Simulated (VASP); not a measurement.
SrAs2Ru2:

```
Sr As Ru
1.0
    -2.08740    2.08740    5.70048
     2.08740   -2.08740    5.70048
     2.08740    2.08740   -5.70048
Sr As Ru
1 2 2
Direct
  0.00000 0.00000 0.00000
  0.64322 0.64322 0.00000
  0.35678 0.35678 0.00000
  0.25000 0.75000 0.50000
  0.75000 0.25000 0.50000
```

The cell is a database's computed one.

| Item | Value |
| --- | --- |
| Program | VASP 6.6.1 |
| Task | relaxation of cell and atoms |
| Functional | PBEsol |
| Potentials or basis | VASP PAW PBE potentials, release 64 (Sr_sv, As, Ru_pv) |
| Cutoff | 600 eV |
| k mesh | 12 × 12 × 12 |
| Occupations | gaussian, width 0.1 eV |
| Spin | no spin polarisation |

At the start: pressure -2.3 GPa; volume 19.87 Å³/atom.

Task: Where does the relaxation end?

Result: Over 16 steps the energy falls by 6.4 meV/atom and the volume is 19.07 Å³/atom (-4.0 %); space group I4/mmm (No. 139, to 0.05 Å).

Step by step:
| step | energy change (eV) | largest force (eV/Å) | pressure (GPa) | volume (Å³) |
| --- | --- | --- | --- | --- |
| 1 | 0.0000 | 0.0819 | -2.25 | 99.35 |
| 2 | 0.0044 | 0.5878 | 3.04 | 95.39 |
| 3 | -0.0136 | 0.3094 | 0.10 | 97.48 |
| 4 | -0.0220 | 0.1685 | 0.06 | 96.94 |
| 5 | -0.0276 | 0.1058 | 0.01 | 95.85 |
| 6 | -0.0277 | 0.0726 | 0.01 | 95.98 |
| 7 | -0.0304 | 0.0413 | -0.07 | 95.83 |
| 8 | -0.0318 | 0.0066 | -0.18 | 95.64 |
| 9 | -0.0315 | 0.0711 | 0.45 | 95.14 |
| 10 | -0.0319 | 0.0270 | 0.02 | 95.48 |
| 11 | -0.0320 | 0.0093 | 0.02 | 95.40 |
| 12 | -0.0320 | 0.0004 | 0.02 | 95.37 |
| 13 | -0.0320 | 0.0008 | 0.02 | 95.36 |
| 14 | -0.0320 | 0.0070 | -0.05 | 95.40 |
| 15 | -0.0320 | 0.0041 | -0.02 | 95.38 |
| 16 | -0.0320 | 0.0033 | 0.00 | 95.36 |

Final structure:
```
CELL_PARAMETERS angstrom
-2.08487 2.08487 5.48455
2.08487 -2.08487 5.48455
2.08487 2.08487 -5.48455
ATOMIC_POSITIONS crystal
Sr 0.00000 0.00000 0.00000
As 0.63933 0.63933 0.00000
As 0.36067 0.36067 0.00000
Ru 0.25000 0.75000 0.50000
Ru 0.75000 0.25000 0.50000
```

Caveat: the PAW data sets were made with another functional, which shifts forces and pressure a little.
